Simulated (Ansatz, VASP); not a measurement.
# Two plane-wave programs on AlSn

```
CELL_PARAMETERS angstrom
4.22591 0.00000 0.00000
-2.11295 3.65974 0.00000
0.00000 0.00000 3.32875
ATOMIC_POSITIONS crystal
Sn 0.33333 0.66667 0.50000
Al 0.00000 0.00000 0.00000
```

Change from the starting cell: volume scaled by 1.02.

Alike in both runs: task single point; functional PBEsol; k mesh 7 × 7 × 8; occupations fermi-dirac, width 0.05 eV; no spin polarisation.

|  | VASP | Ansatz |
| --- | --- | --- |
| version | VASP 6.6.1 | Ansatz 0.2.0 |
| potentials or method | VASP PAW PBE potentials, release 64 (Sn_d, Al) | Ansatz PAW |
| plane-wave cutoff (eV) | 520 | 420 |
| valence electrons in the cell | 17 | 17 |

|  | VASP | Ansatz | Ansatz less VASP |
| --- | --- | --- | --- |
| gap on the k mesh at the Fermi level (eV) | none | none | - |
| pressure (GPa) | -2.7 | -2.7 | +0.03 |
| largest component of the traceless stress (GPa) | 0.07 | 0.07 | +0.001 |

A gap of «none» marks a metal or a gap that the smearing closes.

Caveats: the PAW data sets were made with another functional, which shifts forces and pressure a little (VASP); the PAW data sets come from PBE, with cores solved anew for the run's functional, which leaves a small shift of forces and pressure (Ansatz).
